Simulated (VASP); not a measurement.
Energy against volume of Ag (fcc). All values below come from AM05 GGA, VASP's PBE PAW potentials (set 64) (plane waves; VASP). Settings: 520 eV cut-off, 15×15×15 Γ-centred mesh, first-order Methfessel-Paxton smearing of 0.10 eV, potentials Ag.

| V (Å³/atom) | E (eV/atom) |
|---|---|
| 15.625 | -2.97946 |
| 16.124 | -2.99865 |
| 16.622 | -3.00482 |
| 17.121 | -3.00023 |

**Question.** Fit these four points and predict the energy of the run at 17.620 Å³/atom.

**Answer.** A cubic in V^(−2/3), the third-order Birch-Murnaghan form, passes through the four points with V0 = 16.64 Å³/atom and B0 = 114 GPa, and gives -2.9867 eV/atom there. The run gave -2.9868 eV/atom, -0.1 meV/atom from the fit; all five points give B0 = 114 GPa.

The compound is Ag in the fcc structure. It was relaxed first.
